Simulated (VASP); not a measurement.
```
CELL_PARAMETERS angstrom
     -2.45276     2.45276     4.90689
      2.45276    -2.45276     4.90689
      2.45276     2.45276    -4.90689
ATOMIC_POSITIONS crystal
  Y  0.00000 0.00000 0.00000
  Ho 0.75000 0.25000 0.50000
  Ho 0.25000 0.75000 0.50000
  Ho 0.50000 0.50000 0.00000
```

Computed with PBEsol GGA, VASP's PBE PAW potentials (set 64) (plane waves; VASP). Settings: 400 eV cut-off, Gaussian smearing of 0.050 eV, potentials Y_sv Ho_3.

The 4f electrons are frozen in the core of the lanthanide potential, so 4f levels, which can set the real gap, and their magnetism are missing.

Problem. Predict the band gap (along the path) with the smallest direct gap where there is one.

Solution. 
```json
{
  "band gap (along the path)": "none (metal, semimetal or under 0.01 eV)"
}
```

Total energies compare only between runs with the same potentials, cut-off and functional.

The structure comes from a computed database's YHo3 entry (I4/mmm); how it stands against other phases isn't given here. It was relaxed first, which changed the volume by -6 %.
